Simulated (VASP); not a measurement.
Input:

```
NaF
1.0
    0.00000     2.38158     2.38158
    2.38158     0.00000     2.38158
    2.38158     2.38158     0.00000
Na F
1 1
Direct
  0.00000   0.00000   0.00000
  0.50000   0.50000   0.50000
```

Method: PBE GGA with D4 dispersion, VASP's PBE PAW potentials (set 64) (plane waves; VASP). Settings: 520 eV cut-off, 10×10×10 Γ-centred mesh, Gaussian smearing of 0.050 eV, potentials Na_pv F.

Give the stress tensor in GPa (positive for a compressed cell).

```
-2.36   0.00   0.00
 0.00  -2.36   0.00
 0.00   0.00  -2.36
```
The pressure is its mean diagonal, -2.36 GPa.

The compound is NaF in the rock salt structure. This cell is one point of a volume scan, at 1.06 of the reference volume.
